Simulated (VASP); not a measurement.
Input:

```yaml
crystal:
  lattice:
    - [3.04800, 0.00000, 0.00000]
    - [0.00000, 3.04800, 0.00000]
    - [0.00000, 0.00000, 3.04800]
  atoms:
    - { symbol: Rh, position: [0.00000, 0.00000, 0.00000] }
    - { symbol: Ge, position: [0.50000, 0.50000, 0.50000] }
```

Calculation: PBE GGA, VASP's PBE PAW potentials (set 64) (plane waves; VASP). Run with 400 eV cut-off, 11×11×11 Γ-centred mesh, first-order Methfessel-Paxton smearing of 0.10 eV, potentials Rh_pv Ge_d.

**Question.** Give the stress tensor in GPa (positive for a compressed cell).

**Answer.** 
```
4.59  0.00  0.00
0.00  4.59  0.00
0.00  0.00  4.59
```
The pressure is its mean diagonal, 4.59 GPa.

The structure was generated: GeRh was put into the CsCl type (Pm-3m), which need not be its known phase. The cell was not relaxed at this level. The electron count is odd and the run is not spin-polarised, which forces a metal.
